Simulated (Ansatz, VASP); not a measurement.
**Ta2Ag in VASP and in Ansatz**

```xyz
3
Lattice="4.7258 0.0000 0.0000 -2.3629 4.0926 0.0000 0.0000 0.0000 2.8518" Properties=species:S:1:pos:R:3 pbc="T T T"
Ta    0.0000    2.7284    1.4259
Ta    2.3629    1.3642    1.4259
Ag    0.0000    0.0000    0.0000
```

Alike in both runs: functional PBE; k mesh 6 × 6 × 4; occupations gaussian, width 0.1 eV; no spin polarisation.

Ansatz relaxed the structure, and its values are those at the end. VASP's run is a single point on that final structure, the one shown.

```csv
,VASP,Ansatz
version,VASP 6.6.1,Ansatz 0.2.0
potentials or method,"VASP PAW PBE potentials, release 64 (Ta_pv, Ag)","scalar-relativistic, plane waves, PAW"
plane-wave cutoff (eV),520,420
valence electrons in the cell,33,45
```

Ansatz gave:

```
gap on the k mesh at the Fermi level (eV) : none
pressure (GPa)                            : -0.1
```

Task: Estimate VASP's values.

Result: gap on the k mesh at the Fermi level (eV): none; pressure (GPa): 0.0.

A gap of «none» marks a metal or a gap that the smearing closes. The two sets of potentials don't hold the same shells in valence.

Caveats: the k mesh is coarse (spacing up to 0.55 Å⁻¹), so the values aren't converged. Spin-orbit coupling is left out, which matters for the levels of Ta.
